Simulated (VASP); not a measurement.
OSZICAR of a VASP run on Zn4OS3 (ordered alloy cell):

### OSZICAR
```
       N       E                     dE             d eps       ncg     rms          rms(c)
DAV:   1     0.627345728818E+03    0.62735E+03   -0.34129E+04  1720   0.212E+03
DAV:   2     0.572975588638E+02   -0.57005E+03   -0.55395E+03  1728   0.476E+02
DAV:   3    -0.300664335164E+02   -0.87364E+02   -0.86368E+02  1870   0.171E+02
DAV:   4    -0.345722089733E+02   -0.45058E+01   -0.44832E+01  2048   0.397E+01
DAV:   5    -0.346445045639E+02   -0.72296E-01   -0.72217E-01  2040   0.523E+00    0.164E+01
DAV:   6    -0.316087766158E+02    0.30357E+01   -0.10344E+01  2842   0.619E+01    0.119E+01
DAV:   7    -0.317711978426E+02   -0.16242E+00   -0.49456E+00  1816   0.125E+01    0.701E+00
DAV:   8    -0.318402357969E+02   -0.69038E-01   -0.16852E+00  2543   0.139E+01    0.245E+00
DAV:   9    -0.317247850933E+02    0.11545E+00   -0.70251E-01  2560   0.116E+01    0.635E-01
DAV:  10    -0.317373029729E+02   -0.12518E-01   -0.15914E-01  1810   0.251E+00    0.495E-01
DAV:  11    -0.317340094069E+02    0.32936E-02   -0.29829E-02  2422   0.140E+00    0.206E-01
DAV:  12    -0.317345841608E+02   -0.57475E-03   -0.61755E-03  1843   0.603E-01    0.209E-01
DAV:  13    -0.317344332998E+02    0.15086E-03   -0.69020E-04  2119   0.234E-01    0.887E-02
DAV:  14    -0.317343072176E+02    0.12608E-03   -0.65197E-04  2226   0.353E-01    0.198E-02
DAV:  15    -0.317343211596E+02   -0.13942E-04   -0.16769E-04  1854   0.807E-02    0.145E-02
DAV:  16    -0.317343222730E+02   -0.11134E-05   -0.74537E-06  2167   0.495E-02    0.775E-03
DAV:  17    -0.317343226973E+02   -0.42428E-06   -0.25275E-06  2253   0.241E-02    0.199E-03
DAV:  18    -0.317343228312E+02   -0.13390E-06   -0.91056E-07  1951   0.117E-02    0.116E-03
DAV:  19    -0.317343228324E+02   -0.11860E-08   -0.55838E-08   989   0.335E-03
   1 F= -.31734323E+02 E0= -.31734323E+02  d E =0.000000E+00
```

Q: Which electronic solver shows in the log?

A: It is blocked Davidson (ALGO = Normal, or the opening steps of other solvers). The INCAR had ALGO = Normal.

Q: Can the final energy be trusted as converged?

A: The run converged. It stopped with EDIFF = 1E-7, NELM = 100 (PBEsol GGA, plane waves, VASP's PBE PAW potentials (set 64)).

The structure was generated: Zn4OS3 was put into an ordered model structure (P3m1), which need not be its known phase. It was relaxed first.
